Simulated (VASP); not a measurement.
Energy against volume of BN (wurtzite). Calculation: revPBE GGA, VASP's PBE PAW potentials (set 64) (plane waves; VASP). Numerical set-up: 520 eV cut-off, 10×10×5 Γ-centred mesh, Gaussian smearing of 0.050 eV, potentials B N.

Shape and ions are relaxed at each volume.

| V (Å³/atom) | E (eV/atom) |
|---|---|
| 5.862 | -8.36309 |
| 6.044 | -8.36984 |
| 6.225 | -8.36423 |
| 6.406 | -8.34787 |

Q: Fit these four points and predict the energy of the run at 5.681 Å³/atom.

A: A cubic in V^(−2/3), the third-order Birch-Murnaghan form, passes through the four points with V0 = 6.05 Å³/atom and B0 = 362 GPa, and gives -8.3423 eV/atom there. The run gave -8.3421 eV/atom, +0.2 meV/atom from the fit; all five points give B0 = 362 GPa.

The compound is BN in the wurtzite structure, a metastable high-pressure form. It was relaxed first.
